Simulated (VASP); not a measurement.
Input for VASP

File POSCAR:
```
CoGa
1
    2.8800000000     0.0000000000     0.0000000000
    0.0000000000     2.8800000000     0.0000000000
    0.0000000000     0.0000000000     2.8800000000
Ga Co
1 1
Direct
  0.5000000000   0.5000000000   0.5000000000
  0.0000000000   0.0000000000   0.0000000000
```

**INCAR**
```
! general
SYSTEM    = CoGa
PREC      = Accurate
ENCUT     = 400   ! plane-wave cut-off (eV)
LREAL     = F
LASPH     = T   ! aspherical one-centre terms

! electronic loop
EDIFF     = 1E-6   ! SCF stop (eV)
NELM      = 100   ! most electronic steps
ALGO      = Normal   ! blocked Davidson
LMAXMIX   = 4   ! l cut-off of mixed one-centre charges

! smearing
ISMEAR    = 1
SIGMA     = 0.1

! functional
GGA       = PE   ! PBE

! DFT+U
LDAU      = T
LDAUTYPE  = 2
LDAUL     = -1 2
LDAUU     = 0 5.0
LDAUJ     = 0 0
LDAUPRINT = 1

! ions
ISIF      = 2

! output
LWAVE     = F
LCHARG    = F
LORBIT    = 10
```

File KPOINTS:
```
Automatic mesh
0
Gamma
11 11 11
0 0 0
```

POTCAR, in this order: Ga_d Co (PBE.64 set). Program: vasp_std.

Q: Translate this PBE+U calculation to Quantum ESPRESSO's pw.x.

A: One equivalent input (not run):
```
&CONTROL
  calculation = 'scf'
  pseudo_dir = './pseudo'
  outdir = './out'
  tprnfor = .true.
  tstress = .true.
/
&SYSTEM
  ibrav = 0
  nat = 2
  ntyp = 2
  ecutwfc = 96
  occupations = 'smearing'
  smearing = 'methfessel-paxton'
  degauss = 0.00735
  input_dft = 'pbe'
/
&ELECTRONS
  conv_thr = 7.3e-08
  electron_maxstep = 100
/
ATOMIC_SPECIES
  Ga 69.723 Ga.upf
  Co 58.933 Co.upf
CELL_PARAMETERS angstrom
     2.8800000    0.0000000    0.0000000
     0.0000000    2.8800000    0.0000000
     0.0000000    0.0000000    2.8800000
ATOMIC_POSITIONS crystal
  Ga   0.5000000  0.5000000  0.5000000
  Co   0.0000000  0.0000000  0.0000000
K_POINTS automatic
  11 11 11 0 0 0
HUBBARD {ortho-atomic}
U Co-3d 5
```
Limits of the translation: the potentials are each code's own (VASP's PAW set, PseudoDojo norm-conserving files in pw.x), so ENCUT and ecutwfc are chosen apart and not converted; conv_thr bounds pw.x's estimated SCF error, while EDIFF bounds the energy change between steps; the +U projectors differ (PAW spheres against orthogonalised atomic orbitals), so the same U acts differently.

The compound is CoGa in the CsCl type structure. The cell was not relaxed at this level. The run is one of a series of settings (LDAU = .TRUE., LDAUJ = 0 0, LDAUL = -1 2, LDAUTYPE = 2, LDAUU = 0 5.0 against the base run), some of them coarse on purpose.
